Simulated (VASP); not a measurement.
Consider the following.

```
CELL_PARAMETERS angstrom
      3.56681     0.00000     0.00000
     -1.78341     3.08895     0.00000
      0.00000     0.00000     4.81603
ATOMIC_POSITIONS crystal
  Pt 0.00000 0.00000 0.00000
  S  0.33333 0.66667 0.23000
  S  0.66667 0.33333 0.77000
```

All values below come from PBEsol GGA, VASP's PBE PAW potentials (set 64) (plane waves; VASP). Settings: PREC = Normal, EDIFF = 1E-5, 400 eV cut-off, 10×10×6 Γ-centred mesh, Gaussian smearing of 0.050 eV, potentials Pt S.

Without a dispersion term in the relaxation, distances and binding between the weakly bound layers, chains or molecules are unreliable, and so is what depends on them.

**Question.** The ions are relaxed. Predict the relaxed structure.

**Answer.** 
```
CELL_PARAMETERS angstrom
      3.56681     0.00000     0.00000
     -1.78341     3.08895     0.00000
      0.00000     0.00000     4.81603
ATOMIC_POSITIONS crystal
  Pt 0.00000 0.00000 0.00000
  S  0.33333 0.66667 0.24846
  S  0.66667 0.33333 0.75154
```
Space group P-3m1 (164), at a tolerance of 0.03 Å.

**Question.** How much energy does the relaxation gain?

**Answer.** The energy (σ→0) changes by -35.8 meV/atom, in 3 ionic steps.

The compound is PtS2 in the 1T layered structure. This run relaxes the ions in a fixed cell. Symmetry was kept, so distortions that lower it aren't found.
